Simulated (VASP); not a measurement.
MnO2 (rutile): the bulk modulus from VASP (plane waves, PAW) at several levels of theory. Static lattice, third-order Birch-Murnaghan fit over five volumes.

```
level                  bulk modulus (GPa)
---------------------  ------------------
LDA                                   271
PBE                                   223
PBEsol                                247
revPBE                                206
RPBE                                  201
AM05                                  239
PW91                                  225
PBE-D3 (zero damping)                 227
PBE-D3(BJ)                            231
optB88-vdW                            236
optB86b-vdW                           239
rev-vdW-DF2                           237
vdW-DF-cx                             244
```

The cell of the LDA run:

```yaml
crystal:
  lattice:
    - [4.33471, 0.00000, 0.00000]
    - [0.00000, 4.33471, 0.00000]
    - [0.00000, 0.00000, 2.78496]
  atoms:
    - { symbol: Mn, position: [0.00000, 0.00000, 0.00000], spin: 2.1 }
    - { symbol: Mn, position: [0.50000, 0.50000, 0.50000], spin: -2.1 }
    - { symbol: O, position: [0.30169, 0.30169, 0.00000] }
    - { symbol: O, position: [0.80169, 0.19831, 0.50000] }
    - { symbol: O, position: [0.19831, 0.80169, 0.50000] }
    - { symbol: O, position: [0.69831, 0.69831, 0.00000] }
```

Only levels that ran to the end are used. Left out are those held back, those with too coarse a band path, GW runs whose mesh misses a band edge, hybrids' fits of cells that aren't cubic and levels without matching references; a question may draw on a part of the rest.

The compound is MnO2 in the rutile structure.
